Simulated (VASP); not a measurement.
# TiSi2 with PBEsol: from relaxation to properties

What structure does TiSi2 take at this level, and what are its properties? The steps: full relaxation (PBEsol), second relaxation, single point with fields (PBEsol), bands along the symmetry lines (PBEsol), density of states (PBEsol), independent-particle dielectric function (PBEsol), volume scan with PBEsol, fit for PBEsol and band structure (PBEsol), changed input. The start is a cell from a database of measured crystal structures.

Program: VASP 6.6.1. Level of theory: PBEsol; plane waves and PAW (Ti_sv, Si). Results are calculated unless marked as measured.

This is a report of a sequence of runs, with most program output left out.

## 1. Starting point

Before any relaxation, the start is as follows. The structure is orthorhombic, space group Fddd (No. 70). Conventional cell: a = 4.800 Å, b = 8.268 Å, c = 8.552 Å, α = 90.00°, β = 90.00°, γ = 90.00°. Ti has 10 Si at 2.55 to 2.78 Å nearest. Nearest to Si lie 5 Si at 2.53 to 2.80 Å and 5 Ti at 2.55 to 2.78 Å. Farther neighbours are not listed.

Coordinates:

```cif
data_structure
_symmetry_space_group_name_H-M 'Fddd:1'
_symmetry_Int_Tables_number 70
_cell_length_a 4.8002
_cell_length_b 8.2680
_cell_length_c 8.5521
_cell_angle_alpha 90.000
_cell_angle_beta 90.000
_cell_angle_gamma 90.000
_cell_volume 339.42
loop_
_atom_site_label
_atom_site_type_symbol
_atom_site_symmetry_multiplicity
_atom_site_Wyckoff_symbol
_atom_site_fract_x
_atom_site_fract_y
_atom_site_fract_z
_atom_site_occupancy
Ti1 Ti 8 b 0.75000 0.25000 0.25000 1
Si1 Si 16 f 0.75000 0.58672 0.25000 1
```

## 2. Full relaxation (PBEsol)

The start need not lie at this functional's minimum. ISIF = 3 frees volume, shape and positions, and EDIFFG sets the threshold on forces and stress at which the search stops. PBEsol restores the gradient expansion of exchange and is tuned for the cells of solids.

File INCAR:

```
SYSTEM = TiSi2
PREC = Accurate
ENCUT = 400
EDIFF = 1E-06
NELM = 100
ISMEAR = 0
SIGMA = 0.05
LREAL = .FALSE.
ALGO = Normal
GGA = PS
NBANDS = 26
LASPH = .TRUE.
LORBIT = 11
LWAVE = .FALSE.
LCHARG = .FALSE.
KPAR = 4
IBRION = 2
NSW = 60
ISIF = 3
EDIFFG = -0.01
```

File POSCAR:

```
TiSi2
1.0
    0.0000000000      4.1340000000      4.2760500000
    2.4001000000      0.0000000000      4.2760500000
    2.4001000000      4.1340000000      0.0000000000
Ti Si
2 4
Direct
    0.7500000000      0.7500000000      0.7500000000
    0.5000000000      0.5000000000      0.5000000000
    0.0867200000      0.4132800000      0.0867200000
    0.4132800000      0.0867200000      0.4132800000
    0.1632800000      0.8367200000      0.1632800000
    0.8367200000      0.1632800000      0.8367200000
```

File KPOINTS:

```
Automatic mesh
0
Gamma
7 7 7
0 0 0
```

PAW data sets: Ti_sv and Si (PBE family, release 64).

On the command line:

```
> mpirun -np 4 vasp_std
```

The job ended after 72 s (4 MPI ranks of Intel Xeon 6975P-C (Granite Rapids), shared host; peak memory 1 GiB).

The PAW data sets were made with PBE, which is usual practice but a small mismatch for other functionals. The run keeps the 8 symmetry operations of its start, so it cannot find a distortion of lower symmetry.

The steps of the relaxation:

```csv
step,energy less that of the first step (eV),largest force (eV/Å),pressure (GPa),volume (Å³)
1,0.0000,0.0093,-3.68,84.85
2,-0.0103,0.0257,3.42,80.92
3,-0.0275,0.0179,0.11,82.62
4,-0.0283,0.0084,-0.04,82.63
5,-0.0285,0.0113,0.00,82.63
6,-0.0285,0.0114,0.01,82.63
7,-0.0282,0.0146,0.07,82.62
8,-0.0285,0.0116,0.02,82.63
9,-0.0285,0.0083,-0.01,82.64
```

```csv
"conventional cell, symmetrised",before,after,change
a (Å),4.800,4.761,-0.8 %
b (Å),8.268,8.158,-1.3 %
c (Å),8.552,8.511,-0.5 %
volume (Å³/atom),14.14,13.77,-2.6 %
```

The relaxed structure:

```xyz
6
Lattice="0.0000 4.0792 4.2553 2.3804 0.0000 4.2553 2.3804 4.0792 0.0000" Properties=species:S:1:pos:R:3 pbc="T T T"
Ti    3.5706    6.1188    6.3829
Ti    2.3804    4.0792    4.2553
Si    1.1902    0.7063    2.1276
Si    1.1902    3.3729    2.1276
Si    2.3804    1.3333    4.2553
Si    2.3804    6.8251    4.2553
```

This step gave:

| Property | Result |
| --- | --- |
| electrons | 40 |
| bands | 26 |
| irreducible k-points | 64 |
| symmetry operations | 8 |
| free energy (TOTEN) | -43.67 eV |
| energy at zero smearing | -43.66 eV |
| Fermi energy | 10.28 eV |
| pressure | -0.009807 GPa |
| metallic | yes |
| SCF cycles over all ionic steps | 61 |

It ends with a largest force of 0.008 eV/Å and a pressure of -0.01 GPa. The volume lies -2.6 % from that of the database's start, which holds the thermal and zero-point expansion of its experiment.

## 3. Second relaxation

The basis stayed that of the start cell while the cell moved. A rerun from the cell reached resets it; the error of the finite cutoff stays.

INCAR is that of step 2.

File POSCAR:

```
TiSi2
1.0
    0.0000000000      4.0792144911      4.2552661240
    2.3804257403      0.0000000000      4.2552661240
    2.3804257403      4.0792144911      0.0000000000
Ti Si
2 4
Direct
    0.7500000000      0.7500000000      0.7500000000
    0.5000000000      0.5000000000      0.5000000000
    0.0865699639      0.4134300361      0.0865699639
    0.4134300361      0.0865699639      0.4134300361
    0.1634300361      0.8365699639      0.1634300361
    0.8365699639      0.1634300361      0.8365699639
```

KPOINTS is that of step 2.

On the command line:

```
> mpirun -np 4 vasp_std
```

Elapsed: 16 s, on 4 MPI ranks; peak memory 0.92 GiB; 60 s of CPU time.

Little changed from the start: no atom moved by 0.005 Å and no cell edge by 0.1 %.

Numbers from this step:

```
free energy (TOTEN)             : -43.66 eV
pressure                        : -0.01491 GPa
SCF cycles over all ionic steps : 14
```

It ends with a largest force of 0.008 eV/Å and a pressure of -0.01 GPa. The volume moved by under 0.01 %: the run met its threshold at the first step.

## 4. Single point with fields (PBEsol)

The relaxed cell gets a fresh self-consistent run, on a basis set for its own volume, to fix the density and to check the remaining stress.

Changes to INCAR since step 3:

```diff
@@ -14,7 +14,5 @@
 LWAVE = .FALSE.
-LCHARG = .FALSE.
-KPAR = 4
-IBRION = 2
-NSW = 60
-ISIF = 3
-EDIFFG = -0.01
+LCHARG = .TRUE.
+ISIF = 2
+LELF = .TRUE.
+LVHAR = .TRUE.
```

POSCAR is that of step 3.

KPOINTS is that of step 3.

On the command line:

```
> mpirun -np 4 vasp_std
```

Wall time 19 s (4 MPI ranks); peak memory 0.6 GiB; 75 s of CPU time.

This step gave:

| Property | Result |
| --- | --- |
| SCF cycles | 14 |
| bands | 28 |
| pressure | -5.21e-4 GPa |

Valence electrons inside each PAW sphere by angular momentum. Sphere charges, by row:

```csv
atom,s (e),p (e),d (e),tot (e)
Ti1,2.177,6.174,2.088,10.44
Ti2,2.177,6.174,2.088,10.44
Si3,0.769,0.869,0,1.638
Si4,0.769,0.869,0,1.638
Si5,0.769,0.869,0,1.638
Si6,0.769,0.869,0,1.638
```

ELF in the bc plane of the conventional cell at fractional x = 0.000, with atoms of Ti and Si within 0.2 Å of it. It is the smooth field of the valence electrons, not physical close to the nuclei.

Ten even steps from '0' (0.12) to '9' (0.94), each cell a mean:
```
45311575016983036631254
24556764102431036765553
02577654210000234567641
02455323443234432245531
23443102566556631024542
45542002555455531013554
56652013443224541014665
33443235542013554224543
00133467752014676543210
32014676554235666763013
86115752135445213662038
97215740035554102662049
64015764344345435762026
10024667763124677653101
11333346652013665433321
45552123542113542114554
56652002454334531013665
34542002565556531013544
12453112555455531124531
02566433431112333456631
13677664200110135677642
34534675104652036753454
45300475027994027620145
```
Columns run along b (8.2 Å), rows up along c (8.5 Å), edges of the conventional cell, whose origin can differ from the input's. Atoms in or near the plane, at fractional coordinates: Ti at (0.50, 0.00), Ti at (0.00, 0.50), Si at (0.16, 0.00), Si at (0.66, 0.50), Si at (0.84, 0.00), Si at (0.34, 0.50).

Electrostatic potential energy in the bc plane of the conventional cell at fractional x = 0.000, with atoms of Ti and Si within 0.2 Å of it. With pseudopotentials it is smooth inside the atoms' cores, unlike the true potential.

Values in eV, 12 rows by 16 columns, each cell a mean:
```
 -2 -23 -62 -49  -9  -1 -13 -45 -51 -25  -2  -3 -34 -64 -39  -5
  1  -1  -5  -4   0   1   0  -5  -6  -2   1   1  -2  -5  -3   0
 -1  -1  -1  -2  -2  -1  -1  -1  -1  -1  -1  -1  -2  -1  -1  -1
  0  -1   0  -1  -1  -1  -1   0   0  -1  -1  -1  -1   0   0  -1
-14  -4   1   0  -5 -12  -6   0   1  -3 -11  -8  -1   1  -2 -11
-59 -31  -3  -5 -45 -76 -51  -7  -3 -31 -74 -62 -12  -1 -18 -53
-51 -25  -2  -3 -34 -64 -39  -5  -2 -23 -62 -49  -9  -1 -13 -45
 -6  -2   1   1  -2  -5  -3   0   1  -1  -5  -4   0   1   0  -5
 -1  -1  -1  -1  -2  -1  -1  -1  -1  -1  -1  -2  -2  -1  -1  -1
  0  -1  -1  -1  -1   0   0  -1   0  -1   0  -1  -1  -1  -1   0
  1  -3 -11  -8  -1   1  -2 -11 -14  -4   1   0  -5 -12  -6   0
 -3 -31 -74 -62 -12  -1 -18 -53 -59 -31  -3  -5 -45 -76 -51  -7
```
Columns run along b (8.2 Å; values clipped at the 3rd and 97th percentile), rows up along c (8.5 Å), edges of the conventional cell, whose origin can differ from the input's. Atoms in or near the plane, at fractional coordinates: Ti at (0.50, 0.00), Ti at (0.00, 0.50), Si at (0.16, 0.00), Si at (0.66, 0.50), Si at (0.84, 0.00), Si at (0.34, 0.50).

Valence density in the bc plane of the conventional cell at fractional x = 0.000, with atoms of Ti and Si within 0.2 Å of it. It is the smooth field of the valence electrons, not physical close to the nuclei.

Ten steps, logarithmic in the rise over the least value, from '0' (0 e/Å³) to '9' (13 e/Å³), each cell a mean:
```
23312332247986323321233
22333332235664222333332
22333322223332222233322
22233222222222222223222
22222222222222222222222
22222222222222222222222
22222222222222222222222
22222222322222232222222
33222233332222333222223
65322333332223333322246
97422332233233212332368
98522330023233202332369
86422332233223323332357
54222233332223333322234
22222223322222333222222
22222222222222222222222
23322222222222222222232
22222222233223222222222
22222222222222222222222
22233222222222222233322
22333322223443222333332
23323332246875323332332
23201332258996323320233
```
Columns run along b (8.2 Å), rows up along c (8.5 Å), edges of the conventional cell, whose origin can differ from the input's. Atoms in or near the plane, at fractional coordinates: Ti at (0.50, 0.00), Ti at (0.00, 0.50), Si at (0.16, 0.00), Si at (0.66, 0.50), Si at (0.84, 0.00), Si at (0.34, 0.50).

In this run the pressure is 0.00 GPa, small enough to go on.

## 5. Bands along the symmetry lines (PBEsol)

Levels along the symmetry lines show where the bands peak and cross; KPOINTS_OPT computes them in the converged potential.

File INCAR:

```
SYSTEM = TiSi2
PREC = Accurate
ENCUT = 400
EDIFF = 1E-06
NELM = 100
ISMEAR = 0
SIGMA = 0.05
LREAL = .FALSE.
ALGO = Normal
GGA = PS
NBANDS = 36
LASPH = .TRUE.
LORBIT = 11
LWAVE = .FALSE.
LCHARG = .FALSE.
KPAR = 4
```

POSCAR is that of step 4.

KPOINTS is that of step 4.

File KPOINTS_OPT:

```
Line mode
16
Line-mode
Reciprocal
  0.00000000   0.00000000   0.00000000 GAMMA
  0.50000000   0.00000000   0.50000000 Y

  0.50000000   0.00000000   0.50000000 Y
  1.00000000   0.50000000   0.50000000 T

  1.00000000   0.50000000   0.50000000 T
  0.50000000   0.50000000   0.00000000 Z

  0.50000000   0.50000000   0.00000000 Z
  0.00000000   0.00000000   0.00000000 GAMMA

  0.00000000   0.00000000   0.00000000 GAMMA
  0.00000000   0.41336671   0.41336671 X

  0.00000000   0.41336671   0.41336671 X
  0.50000000   0.24310139   0.74310139 A1

  0.50000000   0.24310139   0.74310139 A1
  0.50000000   0.00000000   0.50000000 Y

  1.00000000   0.50000000   0.50000000 T
  1.00000000   0.58663329   0.58663329 X1

  0.00000000   0.41336671   0.41336671 X
  0.50000000   0.75689861   0.25689861 A

  0.50000000   0.75689861   0.25689861 A
  0.50000000   0.50000000   0.00000000 Z

  0.50000000   0.50000000   0.50000000 L
  0.00000000   0.00000000   0.00000000 GAMMA
```

On the command line:

```
> mpirun -np 4 vasp_std
```

The job ended after 51 s (4 MPI ranks; peak memory 1.3 GiB; 3.3 min of CPU time).

This step gave:

```
SCF cycles : 15
bands      : 36
pressure   : -0.02572 GPa
```

The electronic bands at the labelled points (eV, zero at the Fermi level; # counts the bands kept):

```csv
point,#9,#10,#11,#12,#13,#14,#15,#16
Γ,-2.31,-2.01,-1.76,-1.35,-0.93,2.09,3.19,3.44
0.47 of the way,-1.83,-1.55,-1.48,-1.38,-1.18,1.72,3.09,3.15
Y,-2.38,-2.38,-0.85,-0.85,1.32,1.32,3.37,3.37
0.47 of the way,-1.15,-1.15,-0.74,-0.74,1.03,1.03,2.76,2.76
T,-1.17,-1.17,-0.62,-0.62,0.86,0.86,2.35,2.35
0.53 of the way,-1.31,-1.31,-0.52,-0.52,0.76,0.76,2.11,2.11
Z,-1.54,-1.54,-1.00,-1.00,0.74,0.74,3.31,3.31
0.47 of the way,-1.82,-1.62,-1.62,-1.22,-1.09,1.46,3.24,3.30
Γ,-2.31,-2.01,-1.76,-1.35,-0.93,2.09,3.19,3.44
0.47 of the way,-2.35,-0.40,-0.31,-0.11,-0.08,1.69,1.81,2.19
X,-1.30,-0.42,0.08,0.09,0.76,0.94,1.84,2.60
0.47 of the way,-1.31,-0.65,-0.27,0.15,0.98,1.26,1.33,1.92
A1,-1.65,-1.65,-1.40,-1.40,1.45,1.45,2.18,2.18
0.53 of the way,-1.59,-1.59,-1.11,-1.11,1.39,1.39,2.88,2.88
Y,-2.38,-2.38,-0.85,-0.85,1.32,1.32,3.37,3.37
jump to T,-1.17,-1.17,-0.62,-0.62,0.86,0.86,2.35,2.35
0.53 of the way,-1.01,-0.79,-0.45,-0.24,0.83,0.89,2.10,2.56
X1,-1.30,-0.42,0.08,0.09,0.76,0.94,1.84,2.60
jump to X,-1.30,-0.42,0.08,0.09,0.76,0.94,1.84,2.60
0.53 of the way,-1.73,-0.64,-0.55,-0.52,1.23,1.36,2.33,2.42
A,-1.65,-1.65,-1.40,-1.40,1.45,1.45,2.18,2.18
0.53 of the way,-1.73,-1.73,-1.16,-1.16,1.18,1.18,1.93,1.93
Z,-1.54,-1.54,-1.00,-1.00,0.74,0.74,3.31,3.31
jump to L,-1.96,-1.07,-0.03,0.15,1.04,1.40,1.73,2.31
0.53 of the way,-1.81,-1.60,-1.18,-1.03,-0.50,1.56,2.76,2.82
Γ,-2.31,-2.01,-1.76,-1.35,-0.93,2.09,3.19,3.44
```

Of the projections kept (Ti, Si), the largest for each band there; the rest of the weight can lie on other orbitals:

```csv
point,#9,#10,#11,#12,#13,#14,#15,#16
Γ,Ti 0.55,Si 0.81,Ti 0.50,Ti 0.66,Ti 0.88,Ti 1.00,Ti 0.90,Ti 0.98
Y,Si 0.58,Si 0.58,Ti 0.83,Ti 0.83,Ti 0.92,Ti 0.92,Ti 0.85,Ti 0.85
T,Ti 0.62,Ti 0.62,Ti 0.77,Ti 0.77,Ti 0.89,Ti 0.89,Ti 0.77,Ti 0.77
Z,Ti 0.52,Ti 0.52,Ti 0.89,Ti 0.89,Ti 0.76,Ti 0.76,Ti 0.81,Ti 0.81
Γ,Ti 0.55,Si 0.81,Ti 0.50,Ti 0.66,Ti 0.88,Ti 1.00,Ti 0.90,Ti 0.98
X,Ti 0.64,Ti 0.81,Ti 0.88,Ti 0.82,Ti 0.89,Ti 0.93,Ti 0.57,Ti 0.92
```

There is no gap at this level.

Of the bands kept, 4 cross the Fermi level on this path.

## 6. Density of states (PBEsol)

A density of states needs more k-points than a total energy; ISMEAR = -5 takes tetrahedra, and LORBIT projects the states on the PAW spheres. The mesh is finer than in the run before.

Changes to INCAR since step 5:

```diff
@@ -5,3 +5,3 @@
 NELM = 100
-ISMEAR = 0
+ISMEAR = -5
 SIGMA = 0.05
@@ -16 +16,2 @@
 KPAR = 4
+NEDOS = 2001
```

POSCAR is that of step 5.

File KPOINTS:

```
Automatic mesh
0
Gamma
11 11 11
0 0 0
```

On the command line:

```
> mpirun -np 4 vasp_std
```

Wall time 60 s (4 MPI ranks); peak memory 1.7 GiB.

With tetrahedra the forces and stress of a metal are not exact derivatives of the energy.

This step gave:

| Quantity | Value |
| --- | --- |
| irreducible k-points | 216 |
| free energy (TOTEN) | -43.67 eV |
| Fermi energy | 10.26 eV |
| pressure | 0.005003 GPa |
| DOS at the Fermi level | 2.324 states/eV/cell |

The density of states has structure finer than the step of the table below, so its rows give means over 1 eV, whole bins alone (the curve runs from -12.0 to 3.75 eV). Peaks (eV: height): total -2.0: 4.78, -1.0: 5.66, 1.3: 4.31, 2.7: 8.47; Ti d -1.0: 2.29, 1.3: 2.57, 2.9: 5.40; Si p -4.7: 0.511, -2.0: 0.996, -1.2: 0.833, 2.7: 0.603; Si s -10.7: 0.562, -9.3: 0.531, -8.1: 0.595, -5.9: 0.533; Ti p -5.9: 0.0522, -2.0: 0.180, -1.5: 0.141, 2.7: 0.0599.

States under -12.0 eV and over 3.8 eV are left out. Table of density of states by energy, zero at the Fermi level; means over each step; values in states/eV/cell:

```csv
energy (eV),total,Ti d,Si p,Si s,Ti p,Ti s
-11,1.06,0.00612,0.0349,0.374,0.0230,0.0252
-10,0.882,0.0128,0.0446,0.300,0.0214,0.0126
-9,1.15,0.0285,0.0813,0.366,0.0248,0.0179
-8,1.61,0.0663,0.132,0.484,0.0315,0.0272
-7,1.11,0.0579,0.111,0.311,0.0190,0.0206
-6,1.46,0.0853,0.153,0.390,0.0307,0.0331
-5,1.70,0.118,0.350,0.149,0.0400,0.0547
-4,2.09,0.194,0.436,0.166,0.0560,0.0683
-3,2.63,0.358,0.553,0.150,0.0928,0.0544
-2,3.81,0.850,0.765,0.115,0.132,0.0236
-1,4.62,1.77,0.640,0.0632,0.0906,0.0118
0,2.17,1.09,0.229,0.0269,0.0130,0.00251
1,2.83,1.65,0.202,0.0552,0.0260,0.00916
2,2.53,1.35,0.272,0.119,0.0183,0.0224
3,6.02,3.66,0.389,0.368,0.0432,0.0429
```

The finer mesh and the other smearing move the Fermi level by -0.02 eV from the 7×7×7 run, a small shift, which tests the Fermi level alone. Of the states within 0.3 eV of the Fermi level, the largest shares in the PAW spheres are Ti d 51 % and Si p 10 %. The rest lies in smaller channels or between the spheres.

## 7. Independent-particle dielectric function (PBEsol)

LOPTICS sums transitions from filled to empty bands. NBANDS is raised for it.

File INCAR:

```
SYSTEM = TiSi2
PREC = Accurate
ENCUT = 400
EDIFF = 1E-06
NELM = 100
ISMEAR = 0
SIGMA = 0.05
LREAL = .FALSE.
ALGO = Normal
GGA = PS
NBANDS = 68
LASPH = .TRUE.
LORBIT = 11
LWAVE = .FALSE.
LCHARG = .FALSE.
KPAR = 4
LOPTICS = .TRUE.
NEDOS = 1500
CSHIFT = 0.1
```

POSCAR is that of step 6.

KPOINTS is that of step 6.

On the command line:

```
> mpirun -np 4 vasp_std
```

It took 1.9 min on 4 MPI ranks; peak memory 4.5 GiB.

These are independent-particle spectra without excitons or local fields, and fine structure depends on the mesh and on CSHIFT. The intraband (Drude) part is not in this spectrum.

Numbers from this step:

```yaml
scf_cycles: 14
bands: 68
energy_at_zero_smearing: -43.67 eV
fermi_energy: 10.28 eV
pressure: -0.04889 GPa
```

The imaginary dielectric function has structure finer than the step of the table below, so its rows give means over 1 eV, whole bins alone (the curve runs from 0 to 25.0 eV). Peaks (eV: height): xx 0.1: 46.3, 1.4: 24.4, 5.0: 22.6; yy 0.2: 26.4, 2.2: 22.0, 5.0: 23.4; zz 0.1: 16.3, 1.2: 26.5, 3.5: 25.5.

Table of imaginary dielectric function by photon energy; means over each step:

```csv
photon energy (eV),xx,yy,zz
1,17.4,22.2,24.2
2,18.6,20.2,20.0
3,18.9,15.8,20.5
4,19.8,16.1,23.4
5,21.2,21.5,19.1
6,14.9,15.4,13.2
7,6.97,6.73,7.07
8,3.77,3.62,3.43
9,2.18,2.05,1.96
10,1.22,1.28,1.29
11,0.783,0.964,0.936
12,0.524,0.639,0.643
13,0.378,0.452,0.454
14,0.273,0.358,0.335
15,0.218,0.256,0.245
16,0.168,0.190,0.177
17,0.138,0.148,0.150
18,0.103,0.118,0.127
19,0.0862,0.0962,0.106
20,0.0823,0.0897,0.107
21,0.0791,0.0784,0.0977
22,0.0750,0.0732,0.0813
23,0.0684,0.0741,0.0720
24,0.0682,0.0747,0.0686
```

The real dielectric function by photon energy:

```csv
photon energy (eV),xx,yy,zz
0,113,73.3,63.7
1,26.1,22.0,28.6
2,14.7,15.9,14.7
3,13.0,7.84,14.3
4,6.91,8.51,2.08
5,-0.665,-0.425,-3.79
6,-8.77,-8.89,-7.54
7,-8.16,-8.67,-9.02
8,-6.67,-6.13,-6.43
9,-4.71,-4.41,-4.50
10,-3.52,-3.13,-3.28
11,-2.54,-2.38,-2.45
12,-1.91,-1.89,-1.92
13,-1.37,-1.31,-1.41
14,-0.975,-0.975,-1.03
15,-0.668,-0.674,-0.718
16,-0.444,-0.432,-0.465
17,-0.243,-0.230,-0.253
18,-0.0814,-0.0658,-0.0892
19,0.0703,0.0741,0.0492
20,0.186,0.194,0.163
21,0.284,0.295,0.256
22,0.366,0.383,0.339
23,0.446,0.458,0.418
24,0.513,0.518,0.484
```

## 8. Volume scan with PBEsol, volume scale 0.94

An equation of state needs energies on both sides of the minimum, all on one mesh and cutoff.

Changes to INCAR since step 7:

```diff
@@ -10,3 +10,3 @@
 GGA = PS
-NBANDS = 68
+NBANDS = 26
 LASPH = .TRUE.
@@ -16,4 +16,2 @@
 KPAR = 4
-LOPTICS = .TRUE.
-NEDOS = 1500
-CSHIFT = 0.1
+ISIF = 2
```

Changes to POSCAR since step 7:

```diff
@@ -2,5 +2,5 @@
 1.0
-    0.0000000000      4.0792144911      4.2552661240
-    2.3804257403      0.0000000000      4.2552661240
-    2.3804257403      4.0792144911      0.0000000000
+    0.0000000000      3.9959418500      4.1683995840
+    2.3318319880      0.0000000000      4.1683995840
+    2.3318319880      3.9959418500      0.0000000000
 Ti Si
```

File KPOINTS:

```
Automatic mesh
0
Gamma
7 7 7
0 0 0
```

On the command line:

```
> mpirun -np 4 vasp_std
```

Elapsed: 15 s, on 4 MPI ranks; peak memory 0.87 GiB; 56 s of CPU time.

The scan keeps the cell's shape and the fractional positions fixed.

This step gave:

- bands: 26
- irreducible k-points: 64
- free energy (TOTEN): -43.49 eV
- energy at zero smearing: -43.49 eV
- Fermi energy: 11.05 eV
- pressure: 10.90 GPa

The pressure here is 10.90 GPa.

## 9. Volume scan with PBEsol, volume scale 0.96

INCAR is that of step 8.

Changes to POSCAR since step 8:

```diff
@@ -2,5 +2,5 @@
 1.0
-    0.0000000000      3.9959418500      4.1683995840
-    2.3318319880      0.0000000000      4.1683995840
-    2.3318319880      3.9959418500      0.0000000000
+    0.0000000000      4.0240832127      4.1977554778
+    2.3482538811      0.0000000000      4.1977554778
+    2.3482538811      4.0240832127      0.0000000000
 Ti Si
```

KPOINTS is that of step 8.

On the command line:

```
> mpirun -np 4 vasp_std
```

Elapsed: 15 s, on 4 MPI ranks; peak memory 0.87 GiB; 57 s of CPU time.

This step gave:

```
free energy (TOTEN)     : -43.59 eV
energy at zero smearing : -43.59 eV
Fermi energy            : 10.79 eV
pressure                : 6.876 GPa
```

The pressure falls from 10.90 to 6.88 GPa.

The run ends at a pressure of 6.88 GPa, with forces up to 0.029 eV/Å.

(Continued in part 2 of 2.)

[Lines on the potential files, build, host, timing and source positions are cut from VASP's logs without a mark.]

[Logs are printed without paths, hosts, clocks, repeated set-up lines and the standing remarks that a program may print on its own settings, such as how far it seeks lower states.]

[Hosts, paths, dates, database ids (printed as entryN), source tags and the programs' standing remarks are cut or masked in the printed files.]

[A measured line is paired with the nearest computed mode of its activity, which favours agreement.]
